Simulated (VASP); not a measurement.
## CoGa (CsCl type): computed properties

Computed with LDA (Ceperley-Alder, Perdew-Zunger), VASP's LDA PAW potentials (set 64) (plane waves; VASP 6.6.1).

```yaml
space_group: Pm-3m (221)
cell: a = b = c = 2.810 Å, α = β = γ = 90.00°
volume_per_atom: 11.09 Å³/atom
band gap (over mesh and band path): none (metal, semimetal or under 0.01 eV)
density: 9.63 g/cm³
```

```cif
data_CoGa
_chemical_formula_sum 'Ga1 Co1'
_space_group_name_H-M_alt 'Pm-3m'
_space_group_IT_number 221
_space_group_name_Hall '-P 4 2 3'
_cell_length_a 2.80954
_cell_length_b 2.80954
_cell_length_c 2.80954
_cell_angle_alpha 90.000
_cell_angle_beta 90.000
_cell_angle_gamma 90.000
loop_
_atom_site_label
_atom_site_type_symbol
_atom_site_symmetry_multiplicity
_atom_site_Wyckoff_symbol
_atom_site_fract_x
_atom_site_fract_y
_atom_site_fract_z
_atom_site_occupancy
Ga1 Ga 1 b 0.50000 0.50000 0.50000 1
Co1 Co 1 a 0.00000 0.00000 0.00000 1
```

The compound is CoGa in the CsCl type structure. It was relaxed first, which changed the volume by -7 %. Symmetry was kept, so distortions that lower it aren't found. The run is not spin-polarised, so no magnetic state was tried.
